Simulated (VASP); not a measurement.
An input for Ansatz (written as the equivalent of a VASP run, and not itself run):

Ansatz 0.2 input:
```yaml
crystal:
  lattice:
    - [0.0000000, 2.5500458, 2.5500458]
    - [2.5500458, 0.0000000, 2.5500458]
    - [2.5500458, 2.5500458, 0.0000000]
  atoms:
    - { symbol: Li, position: [0.2500000, 0.2500000, 0.2500000] }
    - { symbol: Li, position: [0.7500000, 0.7500000, 0.7500000] }
    - { symbol: S, position: [0.0000000, 0.0000000, 0.0000000] }
kpoints:
  mp_grid: { grid: [8, 8, 8] }
hamiltonian:
  xc: lda
  pseudopotentials: { kind: paw }
scf:
  occupations: { method: gaussian, width: 0.05 }
  max_iter: 100
relax:
  max_steps: 40
  f_tol: 0.02
  cell: { p_target: 20 }
output: { forces: true, stress: true, eigenvalues: true }
```

Problem. Write the VASP files for the same calculation (LDA).

Solution. Several could match; the one computed here: 
File POSCAR:
```
Li2S
1
    0.0000000000     2.5500457768     2.5500457768
    2.5500457768     0.0000000000     2.5500457768
    2.5500457768     2.5500457768    -0.0000000000
Li S
2 1
Direct
  0.2500000000   0.2500000000   0.2500000000
  0.7500000000   0.7500000000   0.7500000000
  0.0000000000   0.0000000000   0.0000000000
```

INCAR:
```
ALGO  =  Normal
EDIFF  =  1E-6
EDIFFG  =  -0.02
ENCUT  =  620
IBRION  =  2
ISIF  =  3
ISMEAR  =  0
LASPH  =  .TRUE.
LCHARG  =  .FALSE.
LREAL  =  .FALSE.
LWAVE  =  .FALSE.
NELM  =  100
NSW  =  40
PREC  =  Accurate
PSTRESS  =  200
SIGMA  =  0.05
SYSTEM  =  Li2S
```

### KPOINTS
```
kpoints
0
Gamma
  8 8 8
```

POTCAR, in this order: Li_sv S (LDA.64 set). Program: vasp_std.

Limits of the translation: each code has its own PAW files, so the cut-off isn't converted (ENCUT is set for VASP's; basis.ecutwfc is left out, and Ansatz then takes the one that its files recommend); Ansatz stops its SCF on the density residual and VASP on the energy change (EDIFF); Ansatz's lda is the Perdew-Wang form, while the LDA potentials of VASP carry Perdew-Zunger's.

The compound is Li2S in the antifluorite structure. It was relaxed first under an external pressure of 20 GPa.
